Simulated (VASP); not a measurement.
Method: rev-vdW-DF2, VASP's PBE PAW potentials (set 64) (plane waves; VASP 6.6.1).

The input files of a VASP run:

**INCAR**
```
# general
SYSTEM   = Te
PREC     = Accurate
ENCUT    = 520
LREAL    = .FALSE.
LASPH    = .TRUE.

# electronic loop
EDIFF    = 1E-7
NELM     = 100
ALGO     = Normal
LMAXMIX  = 4

# smearing
ISMEAR   = 0
SIGMA    = 0.05

# functional
GGA      = MK
LUSE_VDW = .TRUE.
AGGAC    = 0.0
PARAM1   = 0.1234568
PARAM2   = 0.7114
ZAB_VDW  = -1.8867

# ions
IBRION   = 2
NSW      = 30
ISIF     = 4
EDIFFG   = -0.01

# output
LWAVE    = .FALSE.
LCHARG   = .FALSE.
```

**POSCAR**
```
Te
1
    2.1987413806    -3.8083314958     0.0000000000
    2.1987413806     3.8083314958     0.0000000000
    0.0000000000     0.0000000000     6.0169889148
Te
3
Direct
  0.0000000000   0.2781232391   0.6666670000
  0.7218767609   0.7218767609   0.0000000000
  0.2781232391   0.0000000000   0.3333330000
```

KPOINTS:
```
Automatic mesh
0
G
  6 6 4
```

POTCAR, in this order: Te (PBE.64 set). Program: vasp_std.

### Question
What will the output report for the number of irreducible k-points (NKPTS), largest plane-wave count, number of space-group operations, FFT grid (NGX, NGY, NGZ)?

### Answer

The number of irreducible k-points (NKPTS) comes out as 24, the largest plane-wave count comes out as 2734 and the number of space-group operations is 6. The FFT grid (NGX, NGY, NGZ) is 36 × 36 × 48.

The compound is Te in the trig structure. This run relaxes it. Symmetry was kept, so distortions that lower it aren't found.
